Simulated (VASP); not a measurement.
Input for VASP

KPOINTS:
```
Regular mesh
0
G
3 3 1
```

**POSCAR**
```
NiSi2
28.07940
  0.1356402202   0.0000000000   0.0000000000
 -0.1356402202   0.1356402202   0.0000000000
  0.0000000000   0.0000000000   0.5000000000
Ni Si
2 4
Direct
 -0.0085730000  -0.0001760000   0.6468240000
  1.0183630000   0.5065910000   0.4481850000
  0.5014020000  -0.0064770000   0.5504840000
  0.5045180000   0.5008420000   0.5482620000
  0.4813390000   0.4847440000   0.3514920000
  0.5029510000   0.0144750000   0.3588320000
```

**INCAR**
```
ALGO  =  Normal
EDIFF  =  1E-6
ENCUT  =  180
GGA  =  PE
ISIF  =  2
ISMEAR  =  0
LASPH  =  .True.
LCHARG  =  .False.
LMAXMIX  =  4
LREAL  =  .False.
LWAVE  =  .False.
NELM  =  100
PREC  =  Accurate
SIGMA  =  0.136
SYSTEM  =  NiSi2
```

POTCAR, in this order: Ni Si (PBE.64 set). Program: vasp_std.

Question: Write an equivalent input for Quantum ESPRESSO's pw.x.

Answer: One equivalent input (not run):
```
&CONTROL
  calculation = 'scf'
  pseudo_dir = './pseudo'
  outdir = './out'
  tprnfor = .true.
  tstress = .true.
/
&SYSTEM
  ibrav = 0
  nat = 6
  ntyp = 2
  ecutwfc = 98
  occupations = 'smearing'
  smearing = 'gaussian'
  degauss = 0.009996
  input_dft = 'pbe'
/
&ELECTRONS
  conv_thr = 7.3e-08
  electron_maxstep = 100
/
ATOMIC_SPECIES
  Ni 58.693 Ni.upf
  Si 28.085 Si.upf
CELL_PARAMETERS angstrom
     3.8086960    0.0000000    0.0000000
    -3.8086960    3.8086960    0.0000000
     0.0000000    0.0000000   14.0397000
ATOMIC_POSITIONS crystal
  Ni  -0.0085730 -0.0001760  0.6468240
  Ni   1.0183630  0.5065910  0.4481850
  Si   0.5014020 -0.0064770  0.5504840
  Si   0.5045180  0.5008420  0.5482620
  Si   0.4813390  0.4847440  0.3514920
  Si   0.5029510  0.0144750  0.3588320
K_POINTS automatic
  3 3 1 0 0 0
```
Limits of the translation: the potentials are each code's own (VASP's PAW set, PseudoDojo norm-conserving files in pw.x), so ENCUT and ecutwfc are chosen apart and not converted; conv_thr bounds pw.x's estimated SCF error, while EDIFF bounds the energy change between steps.

The cell is a sheet with vacuum, built from a database entry that may be metastable or hypothetical.
